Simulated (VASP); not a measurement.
GW runs with VASP on KF (rock salt), on PBE orbitals with a Kohn-Sham gap of 6.16 eV on the mesh.

```cif
data_FK
_chemical_formula_sum 'K1 F1'
_space_group_name_H-M_alt 'P 1'
_space_group_IT_number 1
_cell_length_a 3.78302
_cell_length_b 3.78302
_cell_length_c 3.78302
_cell_angle_alpha 60.000
_cell_angle_beta 60.000
_cell_angle_gamma 60.000
loop_
_space_group_symop_operation_xyz
  'x, y, z'
loop_
_atom_site_label
_atom_site_type_symbol
_atom_site_fract_x
_atom_site_fract_y
_atom_site_fract_z
_atom_site_occupancy
K1 K 0.00000 0.00000 0.00000 1
F1 F 0.50000 0.50000 0.50000 1
```

Run with PREC = Normal, 500 eV cut-off, 4×4×4 Γ-centred mesh, Gaussian smearing of 0.010 eV, potentials K_sv_GW F_GW_new.

The mesh is coarse and the basis finite, so the quasiparticle values are not converged.

| run | level | NBANDS | ENCUTGW (eV) | QP gap (eV) | smallest direct QP gap (eV) |
|---|---|---|---|---|---|
| run 1 | G0W0@PBE, 1 step(s) | 64 | 150 | 9.52 | 9.52 |
| run 2 | G0W0@PBE, 1 step(s) | 160 | 200 | 9.70 | 9.70 |
| run 3 | evGW0@PBE, 4 step(s) | 160 | 200 | ___ | ___ |

Problem. Complete the blanks.

Solution. 
- run 3, QP gap (eV): 10.45
- run 3, smallest direct QP gap (eV): 10.45

Left out are failed runs and those that VASP or the mesh makes unfit.

The compound is KF in the rock salt structure. The cell was not relaxed at this level.
